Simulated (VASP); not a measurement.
```
SnO
1.0
    3.83723     0.00000     0.00000
    0.00000     3.83723     0.00000
    0.00000     0.00000     4.79838
Sn O
2 2
Direct
  0.50000   0.00000   0.75772
  0.00000   0.50000   0.24228
  0.50000   0.50000   0.00000
  0.00000   0.00000   0.00000
```

Computed with r2SCAN+rVV10, VASP's PBE PAW potentials (set 64) (plane waves; VASP). Run with 520 eV cut-off, 6×6×5 Γ-centred mesh, Gaussian smearing of 0.050 eV, potentials Sn_d O.

Q: The ions and cell shape at fixed volume are relaxed. Which structure does the run end with?

A: 
```
SnO
1.0
    3.81254     0.00000     0.00000
    0.00000     3.81254     0.00000
    0.00000     0.00000     4.86072
Sn O
2 2
Direct
  0.50000   0.00000   0.76316
  0.00000   0.50000   0.23684
  0.50000   0.50000   0.00000
  0.00000   0.00000   0.00000
```
Space group P4/nmm (129), at a tolerance of 0.03 Å.

Q: How much energy does the relaxation gain?

A: The energy (σ→0) changes by -3.3 meV/atom, in 5 ionic steps.

The compound is SnO in the litharge structure. This cell is one point of a volume scan, at 1.03 of the reference volume. Symmetry was kept, so distortions that lower it aren't found.
